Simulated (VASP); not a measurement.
Given:

```yaml
crystal:
  lattice:
    - [3.33584, 0.00000, 0.00000]
    - [-1.66792, 2.88892, 0.00000]
    - [0.00000, 0.00000, 5.52311]
  atoms:
    - { symbol: B, position: [0.33333, 0.66667, 0.37456] }
    - { symbol: B, position: [0.66667, 0.33333, 0.87456] }
    - { symbol: As, position: [0.33333, 0.66667, 0.00044] }
    - { symbol: As, position: [0.66667, 0.33333, 0.50044] }
```

Calculation: LDA (Ceperley-Alder, Perdew-Zunger) with spin-orbit coupling, VASP's LDA PAW potentials (set 64) (plane waves; VASP). Settings: 520 eV cut-off, 7×7×4 Γ-centred mesh, Gaussian smearing of 0.050 eV, potentials B As.

Give the energies of bands 9 to 22 at the high-symmetry points, in eV from the valence-band maximum.

```json
[
 {"band": "9", "Γ": "-2.13", "M": "-6.39", "K": "-7.36", "A": "-1.44", "L": "-3.56", "H": "-6.42"},
 {"band": "10", "Γ": "-2.13", "M": "-6.39", "K": "-7.36", "A": "-1.44", "L": "-3.56", "H": "-6.42"},
 {"band": "11", "Γ": "-0.49", "M": "-4.42", "K": "-5.07", "A": "-1.44", "L": "-3.56", "H": "-6.32"},
 {"band": "12", "Γ": "-0.49", "M": "-4.42", "K": "-5.01", "A": "-1.44", "L": "-3.56", "H": "-6.32"},
 {"band": "13", "Γ": "-0.12", "M": "-4.20", "K": "-5.01", "A": "-1.30", "L": "-3.42", "H": "-2.97"},
 {"band": "14", "Γ": "-0.12", "M": "-4.20", "K": "-4.96", "A": "-1.30", "L": "-3.42", "H": "-2.97"},
 {"band": "15", "Γ": "0.00", "M": "-2.17", "K": "-4.75", "A": "-1.30", "L": "-3.42", "H": "-2.94"},
 {"band": "16", "Γ": "0.00", "M": "-2.17", "K": "-4.75", "A": "-1.30", "L": "-3.42", "H": "-2.94"},
 {"band": "17", "Γ": "2.23", "M": "0.98", "K": "1.09", "A": "2.88", "L": "1.67", "H": "2.70"},
 {"band": "18", "Γ": "2.23", "M": "0.98", "K": "1.09", "A": "2.88", "L": "1.67", "H": "2.70"},
 {"band": "19", "Γ": "2.56", "M": "3.64", "K": "6.12", "A": "2.88", "L": "1.67", "H": "2.71"},
 {"band": "20", "Γ": "2.56", "M": "3.64", "K": "6.13", "A": "2.88", "L": "1.67", "H": "2.71"},
 {"band": "21", "Γ": "2.72", "M": "4.07", "K": "6.13", "A": "4.04", "L": "2.66", "H": "4.70"},
 {"band": "22", "Γ": "2.72", "M": "4.07", "K": "6.14", "A": "4.05", "L": "2.66", "H": "4.70"}
]
```

The gap is indirect, 0.98 eV, from the valence maximum at Γ to the conduction minimum at M.

The structure comes from a computed database's BAs entry (P6_3mc); how it stands against other phases isn't given here. It was relaxed first.
